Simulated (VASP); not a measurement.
Computed with AM05 GGA, VASP's PBE PAW potentials (set 64) (plane waves; VASP).

The input files of a VASP run:

KPOINTS:
```
Automatic mesh
0
Gamma
6 6 6
0 0 0
```

### INCAR
```
ALGO = Normal   ! blocked Davidson
LREAL = .False.
NELM = 100   ! most electronic steps
ISIF = 3   ! ions, shape and volume
SYSTEM = KBr
IBRION = 2   ! conjugate gradients
NSW = 60
EDIFF = 1E-6
ENCUT = 520   ! plane-wave cut-off (eV)
SIGMA = 0.05   ! width (eV)
LASPH = .True.   ! aspherical one-centre terms
LCHARG = .False.
EDIFFG = -0.01   ! ionic stop
GGA = AM
PREC = Accurate
LMAXMIX = 4   ! l cut-off of mixed one-centre charges
LWAVE = .False.
ISMEAR = 0   ! Gaussian
```

**POSCAR**
```
KBr
1
    0.0000000000     3.3000000000     3.3000000000
    3.3000000000     0.0000000000     3.3000000000
    3.3000000000     3.3000000000     0.0000000000
K Br
1 1
Direct
  0.0000000000   0.0000000000   0.0000000000
  0.5000000000   0.5000000000   0.5000000000
```

POTCAR, in this order: K_sv Br (PBE.64 set). Program: vasp_std.

What VASP printed:

OUTCAR:
```
 ion  position               nearest neighbor table
   1  0.000  0.000  0.000-   2 3.30   2 3.30   2 3.30   2 3.30   2 3.30   2 3.30
   2  0.500  0.500  0.500-   1 3.30   1 3.30   1 3.30   1 3.30   1 3.30   1 3.30
  LATTYP: Found a face centered cubic cell.
 ALAT       =     6.6000000000
 Subroutine PRICEL returns:
 Original cell was already a primitive cell.
 Subroutine GETGRP returns: Found 48 space group operations
The static configuration has the point symmetry O_h .
The dynamic configuration has the point symmetry O_h .
 Subroutine INISYM returns: Found 48 space group operations
 Subroutine IBZKPT returns following result:
 Found     16 irreducible k-points:

 Following reciprocal coordinates:
            Coordinates               Weight
  0.000000  0.000000  0.000000      1.000000
  0.166667  0.000000  0.000000      8.000000
  0.333333  0.000000  0.000000      8.000000
  0.500000  0.000000  0.000000      4.000000
  0.166667  0.166667  0.000000      6.000000
  0.333333  0.166667  0.000000     24.000000
  0.500000  0.166667  0.000000     24.000000
 -0.333333  0.166667  0.000000     24.000000
 -0.166667  0.166667  0.000000     12.000000
...
```

OSZICAR:
```
       N       E                     dE             d eps       ncg     rms          rms(c)
DAV:   1     0.104900379477E+03    0.10490E+03   -0.69370E+03   384   0.117E+03
DAV:   2     0.456993913197E+00   -0.10444E+03   -0.95888E+02   452   0.268E+02
DAV:   3    -0.605605935594E+01   -0.65131E+01   -0.64673E+01   484   0.619E+01
DAV:   4    -0.629325654210E+01   -0.23720E+00   -0.23696E+00   676   0.108E+01
DAV:   5    -0.629467343065E+01   -0.14169E-02   -0.14169E-02   484   0.885E-01    0.304E+00
DAV:   6    -0.612315719539E+01    0.17152E+00   -0.30017E-01   460   0.296E+00    0.224E+00
DAV:   7    -0.611771915773E+01    0.54380E-02   -0.14405E-01   472   0.224E+00    0.111E+00
DAV:   8    -0.613074075904E+01   -0.13022E-01   -0.18993E-02   452   0.116E+00    0.150E-01
DAV:   9    -0.613153255330E+01   -0.79179E-03   -0.10746E-03   512   0.216E-01    0.957E-02
DAV:  10    -0.613238459957E+01   -0.85205E-03   -0.12670E-03   428   0.246E-01    0.342E-02
DAV:  11    -0.613239059689E+01   -0.59973E-05   -0.24122E-05   580   0.290E-02    0.104E-02
DAV:  12    -0.613239986848E+01   -0.92716E-05   -0.96162E-06   444   0.247E-02    0.507E-03
DAV:  13    -0.613240185890E+01   -0.19904E-05   -0.28222E-06   468   0.114E-02    0.162E-03
DAV:  14    -0.613240212398E+01   -0.26508E-06   -0.43226E-07   336   0.506E-03
   1 F= -.61324021E+01 E0= -.61324021E+01  d E =-.613240E+01
       N       E                     dE             d eps       ncg     rms          rms(c)
DAV:   1    -0.615804664575E+01   -0.25645E-01   -0.51990E-01   448   0.710E+00    0.992E-01
DAV:   2    -0.613954924461E+01    0.18497E-01   -0.43476E-02   512   0.192E+00    0.386E-01
DAV:   3    -0.613474975841E+01    0.47995E-02   -0.14840E-02   680   0.100E+00    0.302E-01
DAV:   4    -0.613485861876E+01   -0.10886E-03   -0.28785E-04   740   0.108E-01    0.129E-01
DAV:   5    -0.613489039316E+01   -0.31774E-04   -0.46895E-04   728   0.127E-01    0.230E-02
DAV:   6    -0.613488381984E+01    0.65733E-05   -0.12195E-05   712   0.322E-02    0.797E-03
DAV:   7    -0.613488385136E+01   -0.31521E-07   -0.52975E-07   348   0.530E-03
   2 F= -.61348839E+01 E0= -.61348839E+01  d E =-.248173E-02
       N       E                     dE             d eps       ncg     rms          rms(c)
DAV:   1    -0.615429356006E+01   -0.19410E-01   -0.41458E-01   440   0.633E+00    0.883E-01
DAV:   2    -0.613955262281E+01    0.14741E-01   -0.34742E-02   512   0.171E+00    0.342E-01
DAV:   3    -0.613575300528E+01    0.37996E-02   -0.11831E-02   680   0.893E-01    0.268E-01
DAV:   4    -0.613584128285E+01   -0.88278E-04   -0.22874E-04   736   0.966E-02    0.115E-01
DAV:   5    -0.613586715604E+01   -0.25873E-04   -0.37447E-04   728   0.114E-01    0.202E-02
DAV:   6    -0.613586187098E+01    0.52851E-05   -0.98470E-06   704   0.292E-02    0.709E-03
DAV:   7    -0.613586189717E+01   -0.26196E-07   -0.42694E-07   348   0.477E-03
   3 F= -.61358619E+01 E0= -.61358619E+01  d E =-.345977E-02
       N       E                     dE             d eps       ncg     rms          rms(c)
DAV:   1    -0.613775507182E+01   -0.18932E-02   -0.41081E-02   444   0.199E+00    0.270E-01
DAV:   2    -0.613629933435E+01    0.14557E-02   -0.34228E-03   500   0.538E-01    0.106E-01
DAV:   3    -0.613592850572E+01    0.37083E-03   -0.11892E-03   672   0.284E-01    0.823E-02
DAV:   4    -0.613593610015E+01   -0.75944E-05   -0.26384E-05   720   0.338E-02    0.346E-02
DAV:   5    -0.613593714484E+01   -0.10447E-05   -0.36387E-05   728   0.353E-02    0.612E-03
DAV:   6    -0.613593641787E+01    0.72698E-06   -0.65421E-07   332   0.939E-03
   4 F= -.61359364E+01 E0= -.61359364E+01  d E =-.353429E-02
```

OUTCAR:
```
------------------------ aborting loop because EDIFF is reached ----------------------------------------
  FORCE on cell =-STRESS in cart. coord.  units (eV):
  Direction    XX          YY          ZZ          XY          YZ          ZX
  --------------------------------------------------------------------------------------
  Total        0.0029959      0.0029959      0.0029959      0.0000000     -0.0000000      0.0000000
  in kB        0.0646060      0.0646060      0.0646060      0.0000000     -0.0000000      0.0000000
  external PRESSURE =       0.0646060 kB  Pullay stress =       0.0000000 kB
  volume of cell :       74.30
      direct lattice vectors                 reciprocal lattice vectors
     0.000000000  3.336672357  3.336672357    -0.149849894  0.149849894  0.149849894
     3.336672357  0.000000000  3.336672357     0.149849894 -0.149849894  0.149849894
     3.336672357  3.336672357 -0.000000000     0.149849894  0.149849894 -0.149849894
  FREE ENERGIE OF THE ION-ELECTRON SYSTEM (eV)
  ---------------------------------------------------
  free  energy   TOTEN  =        -6.1359364179 eV

  energy  without entropy=       -6.1359364179  energy(sigma->0) =       -6.13593642

 reached required accuracy - stopping structural energy minimisation
```
(Selected blocks of OUTCAR.)

CONTCAR:
```
KBr
   1.00000000000000
     0.0000000000000000    3.3366723571341859    3.3366723571341859
     3.3366723571341859    0.0000000000000000    3.3366723571341859
     3.3366723571341859    3.3366723571341859   -0.0000000000000000
  K               Br
     1     1
Direct
     0.0000000000000000    0.0000000000000000    1.0000000000000000
     0.5000000000000000    0.5000000000000000    0.5000000000000000
```

### OUTCAR
```
 val. band max:       -1.8516558204   @ k =   0.0000   0.0000   0.0000

 cond. band min:       2.5566065331   @ k =   0.0000   0.0000   0.0000


 Fermi energy:        -1.5301724673

 k-point     1 :       0.0000    0.0000    0.0000
  band No.  band energies     occupation
      1     -29.5617      2.00000
      2     -14.0947      2.00000
      3     -13.1408      2.00000
      4     -13.1408      2.00000
      5     -13.1408      2.00000
      6      -1.8517      2.00000
      7      -1.8517      2.00000
      8      -1.8517      2.00000
      9       2.5566      0.00000
     10       5.7677      0.00000
     11       5.7677      0.00000
     12       5.7677      0.00000

 k-point     2 :       0.1667    0.0000    0.0000
  band No.  band energies     occupation
      1     -29.5605      2.00000
      2     -14.1429      2.00000
      3     -13.1421      2.00000
      4     -13.1421      2.00000
      5     -13.0770      2.00000
      6      -2.1923      2.00000
      7      -1.9331      2.00000
      8      -1.9331      2.00000
      9       3.1892      0.00000
     10       5.6338      0.00000
     11       6.0808      0.00000
     12       6.0808      0.00000

 k-point     3 :       0.3333    0.0000    0.0000
  band No.  band energies     occupation
      1     -29.5581      2.00000
      2     -14.2253      2.00000
      3     -13.1446      2.00000
      4     -13.1446      2.00000
      5     -12.9628      2.00000
      6      -2.7302      2.00000
      7      -2.0866      2.00000
      8      -2.0866      2.00000
      9       4.3045      0.00000
     10       5.8393      0.00000
     11       6.9175      0.00000
     12       6.9175      0.00000

 k-point     4 :       0.5000    0.0000    0.0000
  band No.  band energies     occupation
      1     -29.5569      2.00000
      2     -14.2615      2.00000
      3     -13.1458      2.00000
      4     -13.1458      2.00000
      5     -12.9104      2.00000
      6      -2.9563      2.00000
...
```

Energy and stress use the plane-wave basis of the starting cell.

The compound is KBr in the rock salt structure. This run relaxes it. Symmetry was kept, so distortions that lower it aren't found.
